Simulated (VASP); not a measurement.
These are PBE GGA, VASP's PBE PAW potentials (set 64) (plane waves; VASP) values and carry that method's errors.

Input for VASP

**KPOINTS**
```
Automatic mesh
0
Gamma
6 6 6
0 0 0
```

POSCAR:
```
PbF2
1
    0.0000000000     3.0431130000     2.9508720000
    3.0474610000     0.0000000000     2.9508720000
    3.0474610000     3.0431130000     0.0000000000
Pb F
1 2
Direct
  0.0000000000   0.0000000000   0.0000000000
  0.2500000000   0.2500000000   0.2500000000
  0.7370490000   0.7629510000   0.7629510000
```

### INCAR
```
ALGO = Normal
EDIFF = 1E-6
ENCUT = 520
GGA = PE
ISIF = 2
ISMEAR = 0
LASPH = .TRUE.
LCHARG = .FALSE.
LMAXMIX = 4
LREAL = .FALSE.
LWAVE = .FALSE.
NELECT = 27.5
NELM = 100
PREC = Accurate
SIGMA = 0.05
SYSTEM = PbF2
```

POTCAR, in this order: Pb_d F (PBE.64 set). Program: vasp_std.

Output of the run:

**OUTCAR**
```
 ion  position               nearest neighbor table
   1  0.000  0.000  0.000-   3 2.57   3 2.57   2 2.61   2 2.61   2 2.61   2 2.61   3 2.66   3 2.66
  LATTYP: Found a face centered orthorhombic cell.
 ALAT       =     5.9017440000
 B/A-ratio  =     1.0312588957
 C/A-ratio  =     1.0327323584
 Subroutine PRICEL returns:
 Original cell was already a primitive cell.
 Subroutine GETGRP returns: Found  2 space group operations
The static configuration has the point symmetry C_2 .
The dynamic configuration has the point symmetry C_2 .
 Subroutine INISYM returns: Found  2 space group operations
 Subroutine IBZKPT returns following result:
 Found     68 irreducible k-points:

 Following reciprocal coordinates:
            Coordinates               Weight
  0.000000  0.000000  0.000000      1.000000
  0.166667 -0.000000  0.000000      4.000000
 -0.000000  0.166667  0.000000      4.000000
  0.333333  0.000000 -0.000000      4.000000
  0.000000  0.333333  0.000000      4.000000
  0.500000 -0.000000  0.000000      2.000000
 -0.000000  0.500000  0.000000      2.000000
  0.166667  0.166667  0.000000      2.000000
  0.333333  0.166667  0.000000      4.000000
  0.166667  0.333333  0.000000      4.000000
  0.500000  0.166667  0.000000      4.000000
  0.166667  0.500000 -0.000000      4.000000
 -0.333333  0.166667  0.000000      4.000000
  0.166667 -0.333333 -0.000000      4.000000
 -0.166667  0.166667  0.000000      4.000000
  0.333333  0.333333  0.000000      2.000000
  0.500000  0.333333  0.000000      4.000000
  0.333333  0.500000  0.000000      4.000000
 -0.333333  0.333333  0.000000      4.000000
  0.500000  0.500000  0.000000      1.000000
  0.166667  0.000000  0.166667      2.000000
  0.333333  0.000000  0.166667      4.000000
 -0.166667  0.166667 -0.166667      4.000000
...
```

OSZICAR:
```
       N       E                     dE             d eps       ncg     rms          rms(c)
DAV:   1     0.290989069553E+03    0.29099E+03   -0.14240E+04  2464   0.165E+03
DAV:   2     0.872236078995E+01   -0.28227E+03   -0.27168E+03  2832   0.439E+02
DAV:   3    -0.155059175271E+02   -0.24228E+02   -0.23887E+02  2862   0.145E+02
DAV:   4    -0.162717930302E+02   -0.76588E+00   -0.76353E+00  2654   0.267E+01
DAV:   5    -0.162974280403E+02   -0.25635E-01   -0.25632E-01  2792   0.486E+00    0.703E+00
DAV:   6    -0.149344644153E+02    0.13630E+01   -0.72258E+00  3072   0.251E+01    0.269E+00
DAV:   7    -0.149113403241E+02    0.23124E-01   -0.38490E-01  2500   0.467E+00    0.143E+00
DAV:   8    -0.148992788361E+02    0.12061E-01   -0.87518E-02  2550   0.363E+00    0.388E-01
DAV:   9    -0.148977964000E+02    0.14824E-02   -0.12012E-02  2562   0.868E-01    0.103E-01
DAV:  10    -0.148982479239E+02   -0.45152E-03   -0.88628E-04  2470   0.322E-01    0.492E-02
DAV:  11    -0.148983347012E+02   -0.86777E-04   -0.29380E-04  2460   0.191E-01    0.252E-02
DAV:  12    -0.148983252797E+02    0.94215E-05   -0.57644E-05  2976   0.822E-02    0.830E-03
DAV:  13    -0.148983258099E+02   -0.53017E-06   -0.90892E-06  2468   0.318E-02
   1 F= -.14898326E+02 E0= -.14894699E+02  d E =-.725267E-02
```

OUTCAR:
```
------------------------ aborting loop because EDIFF is reached ----------------------------------------
  FORCE on cell =-STRESS in cart. coord.  units (eV):
  Direction    XX          YY          ZZ          XY          YZ          ZX
  --------------------------------------------------------------------------------------
  Total       -6.2205410     -6.1788915     -5.7639406      0.0000000     -0.0833061      0.0000000
  in kB     -182.0967242   -180.8775016   -168.7304552      0.0000000     -2.4386562      0.0000000
  external PRESSURE =    -177.2348937 kB  Pullay stress =       0.0000000 kB
  volume of cell :       54.73
      direct lattice vectors                 reciprocal lattice vectors
     0.000000000  3.043113000  2.950872000    -0.164071009  0.164305433  0.169441440
     3.047461000  0.000000000  2.950872000     0.164071009 -0.164305433  0.169441440
     3.047461000  3.043113000  0.000000000     0.164071009  0.164305433 -0.169441440
 POSITION                                       TOTAL-FORCE (eV/Angst)
 -----------------------------------------------------------------------------------
      0.00000      0.00000      0.00000         0.015562      0.000000      0.000000
      1.52373      1.52156      1.47544         0.038880      0.000000      0.000000
      4.65013      4.56467      4.42631        -0.054441      0.000000      0.000000
 -----------------------------------------------------------------------------------
    total drift:                                0.001175     -0.000000     -0.000001
  FREE ENERGIE OF THE ION-ELECTRON SYSTEM (eV)
  ---------------------------------------------------
  free  energy   TOTEN  =       -14.8983258099 eV

  energy  without entropy=      -14.8910731386  energy(sigma->0) =      -14.89469947
```
(Selected blocks of OUTCAR.)

### OUTCAR
```
 val. band max:        0.8935111508   @ k =   0.1667   0.5000  -0.1667

 cond. band min:       0.8971803116   @ k =  -0.3333   0.3333   0.0000


 Fermi energy:         0.8946645887

 k-point     1 :       0.0000    0.0000    0.0000
  band No.  band energies     occupation
      1     -19.8386      2.00000
      2     -19.3295      2.00000
      3     -13.3336      2.00000
      4     -13.3326      2.00000
      5     -13.3140      2.00000
      6     -13.2861      2.00000
      7     -13.2776      2.00000
      8      -3.3990      2.00000
      9      -1.2837      2.00000
     10      -1.2269      2.00000
     11      -1.2177      2.00000
     12      -0.8761      2.00000
     13      -0.8484      2.00000
     14      -0.6260      2.00000
     15       7.9286      0.00000
     16       8.1058      0.00000
     17       8.1746      0.00000
     18      12.1417      0.00000

 k-point     2 :       0.1667   -0.0000    0.0000
  band No.  band energies     occupation
      1     -19.7954      2.00000
      2     -19.3685      2.00000
      3     -13.3271      2.00000
      4     -13.3195      2.00000
      5     -13.2854      2.00000
      6     -13.2798      2.00000
      7     -13.2725      2.00000
      8      -3.7890      2.00000
      9      -1.4162      2.00000
     10      -1.3095      2.00000
     11      -1.2463      2.00000
     12      -0.8700      2.00000
     13      -0.7231      2.00000
     14      -0.2246      2.00000
     15       7.3774      0.00000
     16       8.1215      0.00000
     17       8.3117      0.00000
     18      13.4029      0.00000

 k-point     3 :      -0.0000    0.1667    0.0000
  band No.  band energies     occupation
      1     -19.7974      2.00000
      2     -19.3668      2.00000
      3     -13.3246      2.00000
      4     -13.3124      2.00000
      5     -13.2907      2.00000
      6     -13.2835      2.00000
      7     -13.2764      2.00000
      8      -3.7365      2.00000
      9      -1.3657      2.00000
...
```

The cell is charged, with a uniform compensating background. Unless said otherwise, spin-orbit coupling is left out, though it shifts the bands of the heavy elements here.

The compound is PbF2 in the fluorite structure, the β form. The cell was not relaxed at this level, atoms are displaced from their ideal sites. The k-mesh is coarse (spacing up to 0.30 per Å, 2π included), so the numbers may not be converged in it. The run is one of a series of settings (NELECT = 27.5 against the base run), some of them coarse on purpose.
